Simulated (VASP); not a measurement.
# NaMg3O4 (Pm-3m) in VASP: relaxation of cell and atoms with PBE+rVV10

Aim: the relaxation of cell and atoms of NaMg3O4 with PBE+rVV10.

Program: VASP 6.6.1. These are calculated values, not measurements. Logs are shortened: lines on timing, memory, paths and dates and some standing lists are left out, and cuts for length are marked.

### Step 1. The structure

It takes space group Pm-3m (No. 221, cubic). The conventional cell has a = 4.354 Å, b = 4.354 Å, c = 4.354 Å, α = 90.00°, β = 90.00°, γ = 90.00°. Around Mg (site symmetry 4/mmm) lie 6 O at 2.18 Å. Around Na (site symmetry m-3m) lie 6 O at 2.18 Å. O (site symmetry 4/mmm) is surrounded by 4 Mg at 2.18 Å and 2 Na at 2.18 Å. O (site symmetry m-3m) has 6 Mg at 2.18 Å as nearest neighbours.

The cell comes from a database or a generator and needn't be the stable form of this composition.

### Step 2. Relaxation of cell and atoms, PBE+rVV10

The input, INCAR:

```
PREC = Accurate
ENCUT = 600
EDIFF = 1E-7
ISMEAR = 0
SIGMA = 0.1
LREAL = F
LASPH = T
NELM = 80
ALGO = Normal
ISIF = 3
LWAVE = F
LCHARG = F
GGA = PE
LUSE_VDW = T
IVDW_NL = 2
BPARAM = 10.0
CPARAM = 0.0093
IBRION = 2
NSW = 40
EDIFFG = -0.01
```

The input, NaMg3O4.cif:

```cif
data_NaMg3O4
_cell_length_a 4.35375365
_cell_length_b 4.35375365
_cell_length_c 4.35375365
_cell_angle_alpha 90.00000000
_cell_angle_beta 90.00000000
_cell_angle_gamma 90.00000000
_space_group_name_H-M_alt 'Pm-3m'
_space_group_name_Hall '-P 4 2 3'
_space_group_IT_number 221
loop_
_space_group_symop_operation_xyz
'x,y,z'
'-x,-y,-z'
'-y,x,z'
'y,-x,-z'
'-x,-y,z'
'x,y,-z'
'y,-x,z'
'-y,x,-z'
'x,-y,-z'
'-x,y,z'
'-y,-x,-z'
'y,x,z'
'-x,y,-z'
'x,-y,z'
'y,x,-z'
'-y,-x,z'
'z,x,y'
'-z,-x,-y'
'z,-y,x'
'-z,y,-x'
'z,-x,-y'
'-z,x,y'
'z,y,-x'
'-z,-y,x'
'-z,x,-y'
'z,-x,y'
'-z,-y,-x'
'z,y,x'
'-z,-x,y'
'z,x,-y'
'-z,y,x'
'z,-y,-x'
'y,z,x'
'-y,-z,-x'
'x,z,-y'
'-x,-z,y'
'-y,z,-x'
'y,-z,x'
'-x,z,y'
'x,-z,-y'
'-y,-z,x'
'y,z,-x'
'-x,-z,-y'
'x,z,y'
'y,-z,-x'
'-y,z,x'
'x,-z,y'
'-x,z,-y'
loop_
_atom_site_label
_atom_site_type_symbol
_atom_site_symmetry_multiplicity
_atom_site_Wyckoff_symbol
_atom_site_fract_x
_atom_site_fract_y
_atom_site_fract_z
_atom_site_occupancy
Mg1 Mg 3 c 0.5000000000 0.5000000000 0.0000000000 1
Na1 Na 1 a 0.0000000000 0.0000000000 0.0000000000 1
O1 O 3 d 0.0000000000 0.5000000000 0.0000000000 1
O2 O 1 b 0.5000000000 0.5000000000 0.5000000000 1
```

The input, KPOINTS:

```
regular mesh
0
Gamma
  6 6 6
```

The input, POSCAR:

```
Mg Na O 
 1.0000000000000000
     4.3537536499999998    0.0000000000000000    0.0000000000000000
     0.0000000000000000    4.3537536499999998    0.0000000000000000
     0.0000000000000000    0.0000000000000000    4.3537536499999998
 Mg  Na  O  
   3   1   4
Cartesian
  2.1768768249999999  2.1768768249999999  0.0000000000000000
  0.0000000000000000  2.1768768249999999  2.1768768249999999
  2.1768768249999999  0.0000000000000000  2.1768768249999999
  0.0000000000000000  0.0000000000000000  0.0000000000000000
  0.0000000000000000  2.1768768249999999  0.0000000000000000
  2.1768768249999999  0.0000000000000000  0.0000000000000000
  0.0000000000000000  0.0000000000000000  2.1768768249999999
  2.1768768249999999  2.1768768249999999  2.1768768249999999
```

Potentials or basis: VASP PAW PBE potentials, release 54 (Mg, Na_pv, O).

The run is started by

```console
> ase convert -i cif -o vasp NaMg3O4.cif POSCAR
> cat potpaw_PBE.54/Mg/POTCAR potpaw_PBE.54/Na_pv/POTCAR potpaw_PBE.54/O/POTCAR > POTCAR
> mpirun -np 1 vasp_std > vasp.out
```

OUTCAR:

```text
PREC = Accurate
   ENCUT = 600
   EDIFF = 1E-7
   ISMEAR = 0
   LREAL = F
   LASPH = T
   NELM = 80
   ISIF = 3
   GGA = PE
   IVDW_NL = 2
   BPARAM = 10.0
   IBRION = 2
   NSW = 40
   EDIFFG = -0.01

 ion  position               nearest neighbor table
   1  0.500  0.500  0.000-   5 2.18   6 2.18   8 2.18   8 2.18   6 2.18   5 2.18   2 3.08   3 3.08
                             2 3.08   3 3.08   4 3.08   3 3.08   3 3.08   2 3.08   4 3.08   4 3.08
   2  0.000  0.500  0.500-   5 2.18   7 2.18   8 2.18   5 2.18   7 2.18   8 2.18   1 3.08   4 3.08
                             1 3.08   3 3.08   4 3.08   3 3.08   4 3.08   1 3.08   3 3.08   4 3.08
   3  0.500  0.000  0.500-   6 2.18   7 2.18   8 2.18   6 2.18   8 2.18   7 2.18   1 3.08   4 3.08
                             1 3.08   1 3.08   2 3.08   2 3.08   1 3.08   2 3.08   4 3.08   4 3.08
   4  0.000  0.000  0.000-   5 2.18   6 2.18   7 2.18   7 2.18   5 2.18   6 2.18   2 3.08   3 3.08
                             1 3.08   1 3.08   2 3.08   2 3.08   2 3.08   1 3.08   3 3.08   3 3.08
   5  0.000  0.500  0.000-   1 2.18   2 2.18   4 2.18   2 2.18   4 2.18   1 2.18
   6  0.500  0.000  0.000-   1 2.18   3 2.18   4 2.18   3 2.18   1 2.18   4 2.18
   7  0.000  0.000  0.500-   2 2.18   3 2.18   4 2.18   4 2.18   2 2.18   3 2.18
   8  0.500  0.500  0.500-   1 2.18   2 2.18   3 2.18   1 2.18   3 2.18   2 2.18

  LATTYP: Found a simple cubic cell.
 ALAT       =     4.3537536500

  Lattice vectors:

 A1 = (   4.3537536500,   0.0000000000,   0.0000000000)
 A2 = (   0.0000000000,   4.3537536500,   0.0000000000)
 A3 = (   0.0000000000,   0.0000000000,   4.3537536500)

Analysis of symmetry for initial positions (statically):
=====================================================================
 Subroutine PRICEL returns:
 Original cell was already a primitive cell.

 Routine SETGRP: Setting up the symmetry group for a
 simple cubic supercell.

 Subroutine GETGRP returns: Found 48 space group operations
 (whereof 48 operations were pure point group operations)
 out of a pool of 48 trial point group operations.

The static configuration has the point symmetry O_h .

Analysis of symmetry for dynamics (positions and initial velocities):
=====================================================================
 Subroutine PRICEL returns:
 Original cell was already a primitive cell.

 Routine SETGRP: Setting up the symmetry group for a
 simple cubic supercell.

 Subroutine GETGRP returns: Found 48 space group operations
 (whereof 48 operations were pure point group operations)
 out of a pool of 48 trial point group operations.

The dynamic configuration has the point symmetry O_h .

 Subroutine INISYM returns: Found 48 space group operations
 (whereof 48 operations are pure point group operations),
 and found     1 'primitive' translations

----------------------------------------------------------------------------------------

                                     Primitive cell

  volume of cell :      82.5261

  direct lattice vectors                    reciprocal lattice vectors
     4.353753650  0.000000000  0.000000000     0.229686859  0.000000000  0.000000000
     0.000000000  4.353753650  0.000000000     0.000000000  0.229686859  0.000000000
     0.000000000  0.000000000  4.353753650     0.000000000  0.000000000  0.229686859

  length of vectors
     4.353753650  4.353753650  4.353753650     0.229686859  0.229686859  0.229686859

  position of ions in fractional coordinates (direct lattice)
     0.500000000  0.500000000  0.000000000
     0.000000000  0.500000000  0.500000000
     0.500000000  0.000000000  0.500000000
     0.000000000  0.000000000  0.000000000
     0.000000000  0.500000000  0.000000000
     0.500000000  0.000000000  0.000000000
     0.000000000  0.000000000  0.500000000
     0.500000000  0.500000000  0.500000000

  ion indices of the primitive-cell ions
   primitive index   ion index
                 1           1
                 2           2
                 3           3
                 4           4
                 5           5
                 6           6
                 7           7
                 8           8

----------------------------------------------------------------------------------------

 KPOINTS: regular mesh

Automatic generation of k-mesh.
 Grid dimensions read from file:
 generate k-points for:    6    6    6

 Generating k-lattice:

  Cartesian coordinates                     Fractional coordinates (reciprocal lattice)
     0.038281143  0.000000000  0.000000000     0.166666667  0.000000000  0.000000000
     0.000000000  0.038281143  0.000000000     0.000000000  0.166666667  0.000000000
     0.000000000  0.000000000  0.038281143     0.000000000  0.000000000  0.166666667

  Length of vectors
     0.038281143  0.038281143  0.038281143

  Shift w.r.t. Gamma in fractional coordinates (k-lattice)
     0.000000000  0.000000000  0.000000000

 Subroutine IBZKPT returns following result:
 ===========================================

 Found     20 irreducible k-points:

 Following reciprocal coordinates:
            Coordinates               Weight
  0.000000  0.000000  0.000000      1.000000
  0.166667  0.000000  0.000000      6.000000
  0.333333  0.000000  0.000000      6.000000
  0.500000  0.000000  0.000000      3.000000
  0.166667  0.166667  0.000000     12.000000
  0.333333  0.166667  0.000000     24.000000
[... 12 lines left out ...]
  0.500000  0.500000  0.333333      6.000000
  0.500000  0.500000  0.500000      1.000000
   k-points           NKPTS =     20   k-points in BZ     NKDIM =     20   number of bands    NBANDS=     23
   number of dos      NEDOS =    301   number of ions     NIONS =      8
   total plane-waves  NPLWV =  46656
   dimension x,y,z NGX =    36 NGY =   36 NGZ =   36
   dimension x,y,z NGXF=    72 NGYF=   72 NGZF=   72
   ions per type =               3   1   4
   NGX,Y,Z   is equivalent  to a cutoff of  13.75, 13.75, 13.75 a.u.
   NGXF,Y,Z  is equivalent  to a cutoff of  27.49, 27.49, 27.49 a.u.
 SYSTEM =  unknown system
   PREC   = accura    normal or accurate (medium, high low for compatibility)
   ISTART =      0    job   : 0-new  1-cont  2-samecut
   ICHARG =      2    charge: 1-file 2-atom 10-const
   ISPIN  =      1    spin polarized calculation?
   LNONCOLLINEAR =      F non collinear calculations
   LSORBIT =      F    spin-orbit coupling
   LASPH  =      T    aspherical Exc in radial PAW
   ENCUT  =  600.0 eV  44.10 Ry    6.64 a.u.   8.70  8.70  8.70*2*pi/ulx,y,z
   NELM   =     80;   NELMIN=  2; NELMDL= -5     # of ELM steps
   EDIFF  = 0.1E-06   stopping-criterion for ELM
   LREAL  =      F    real-space projection
   EDIFFG = -.1E-01   stopping-criterion for IOM
   NSW    =     40    number of steps for IOM
   IBRION =      2    ionic relax: 0-MD 1-quasi-New 2-CG
   NFREE  =      1    steps in history (QN), initial steepest desc. (CG)
   ISIF   =      3    stress and relaxation
   ISYM   =      2    0-nonsym 1-usesym 2-fastsym
   POTIM  = 0.5000    time-step for ionic-motion
   TEBEG  =    0.0;   TEEND  =   0.0 temperature during run
   PSTRESS=    0.0 pullay stress
   NELECT =      37.0000    total number of electrons
   NUPDOWN=      -1.0000    fix difference up-down
   EMIN   =  10.00;   EMAX   =-10.00  energy-range for DOS
   EFERMI =   0.00;   METHOD = LEGACY
   ISMEAR =     0;   SIGMA  =   0.10  broadening in eV -4-tet -1-fermi 0-gaus
   EFERMI_NEDOS =   21; number of points for ismear=-14 and -15
   IALGO  =     38    algorithm
   IMIX   =      4    mixing-type and parameters
     AMIX     =   0.40;   BMIX     =  1.00
     AMIX_MAG =   1.60;   BMIX_MAG =  1.00
  volume/ion in A,a.u.               =      10.32        69.61
  Fermi-wavevector in a.u.,A,eV,Ry     =   1.252982  2.367793 21.360661  1.569964
  Thomas-Fermi vector in A             =   2.386857
   LORBIT       =      0    0 simple, 1 ext, 2 COOP (PROOUT), +10 PAW based schemes
   GGA     = PE    functional components
   LHFCALC =     F    Hartree Fock is set to
   AEXX    =    0.0000 exact exchange contribution
   IVDW_NL    =     2    kernel type
   BPARAM     =10.0000
   IVDW    =     0    specifies the selected vdW correction
   LEPSILON=     F    determine dielectric tensor
   LRPA    =     F    only Hartree local field effects (RPA)
 conjugate gradient relaxation of ions
 non-spin polarized calculation
 Gauss-broadening in eV      SIGMA  =   0.10
  energy-cutoff  :      600.00
  volume of cell :       82.53
 maximum number of plane-waves:      2800
 NGX is ok and might be reduce to    36

--------------------------------------- Ionic step        1  -------------------------------------------

 number of electron      36.9999989 magnetization

 Free energy of the ion-electron system (eV)
  ---------------------------------------------------
  ext. energy  EPLUGINS =         0.00000000
  ---------------------------------------------------
  free energy    TOTEN  =       -40.94674156 eV

  energy without entropy =      -40.90004840  energy(sigma->0) =      -40.92339498

------------------------ aborting loop because EDIFF is reached ----------------------------------------

  FORCE on cell =-STRESS in cart. coord.  units (eV):
  Direction    XX          YY          ZZ          XY          YZ          ZX
  --------------------------------------------------------------------------------------
  -------------------------------------------------------------------------------------
  Total       -1.3978011     -1.3978011     -1.3978011      0.0000000      0.0000000      0.0000000
  in kB      -27.1371608    -27.1371608    -27.1371608      0.0000000      0.0000000      0.0000000
  external PRESSURE =     -27.1371608 kB  Pullay stress =       0.0000000 kB
[... 69 lines left out ...]
  energy  without entropy=      -40.9171160294  energy(sigma->0) =      -40.93977330

--------------------------------------- Ionic step        3  -------------------------------------------

 number of electron      37.0000002 magnetization

 Free energy of the ion-electron system (eV)
  ---------------------------------------------------
  ext. energy  EPLUGINS =         0.00000000
  ---------------------------------------------------
  free energy    TOTEN  =       -40.96267824 eV

  energy without entropy =      -40.91721183  energy(sigma->0) =      -40.93994504

 E-fermi :   2.0759     XC(G=0): -10.7349

 val. band max:        2.0715184688   @ k =   0.3333   0.3333   0.0000
 cond. band min:       2.0909297032   @ k =   0.3333   0.1667   0.0000
 fundamental gap:      0.0194112344
 Fermi energy:         2.0758796492

 k-point     1 :       0.0000    0.0000    0.0000
  band No.  band energies     occupation
      1     -17.4372      2.00000
      2     -17.4372      2.00000
      3     -17.4372      2.00000
      4     -14.6351      2.00000
      5     -13.4786      2.00000
      6     -13.3173      2.00000
[... 544 lines left out ...]
  FREE ENERGIE OF THE ION-ELECTRON SYSTEM (eV)
  ---------------------------------------------------
  free  energy   TOTEN  =       -40.9626782397 eV

  energy  without entropy=      -40.9172118313  energy(sigma->0) =      -40.93994504

 reached required accuracy - stopping structural energy minimisation
```

Wall time 2.7 min (1 thread of AMD EPYC 9R45 (Zen 5), shared host); peak memory 0.37 GiB.

What came out:

| Property | Result |
| --- | --- |
| Free energy | -40.9627 eV |
| Relaxed volume | 10.09 Å³/atom |
| Relaxed cell | a = 4.321 Å, b = 4.321 Å, c = 4.321 Å, α = 90.00°, β = 90.00°, γ = 90.00° |
| Space group after relaxing (to 0.05 Å) | Pm-3m (No. 221) |
| Energy gained by relaxing | 2.0 meV/atom |
| Ionic steps | 3 |
| Pressure after relaxing | 0.0 GPa |
| Band gap on the k mesh | none (metal or under the smearing width) |

Step by step:
```csv
step,energy change (eV),largest force (eV/Å),pressure (GPa),volume (Å³)
1,0.0000,0.0000,-2.71,82.53
2,-0.0157,0.0000,0.35,80.46
3,-0.0159,0.0000,0.00,80.68
```

Final structure:
```
Mg Na O
1.0
     4.32105    0.00000    0.00000
     0.00000    4.32105    0.00000
     0.00000    0.00000    4.32105
Mg Na O
3 1 4
Direct
  0.50000 0.50000 0.00000
  0.00000 0.50000 0.50000
  0.50000 0.00000 0.50000
  0.00000 0.00000 0.00000
  0.00000 0.50000 0.00000
  0.50000 0.00000 0.00000
  0.00000 0.00000 0.50000
  0.50000 0.50000 0.50000
```

Levels at points of the mesh, in eV from the Fermi level:
```csv
k point,band 15,band 16,band 17,band 18,band 19,band 20,band 21,band 22,band 23
"(0.00, 0.00, 0.00)",-0.82,-0.82,0.24,0.24,0.24,4.57,9.30,9.30,9.64
"(0.50, 0.00, 0.00)",-0.93,-0.67,-0.67,-0.15,-0.15,7.45,8.11,11.15,11.34
"(0.50, 0.50, 0.00)",-0.75,-0.57,-0.57,-0.51,-0.05,8.86,9.43,9.43,9.44
"(0.50, 0.50, 0.50)",-0.50,-0.50,-0.50,-0.05,-0.05,7.55,8.34,8.34,8.34
```

Caveat: an odd number of electrons without spin polarisation forces a metal; a magnetic or distorted state may lie lower.
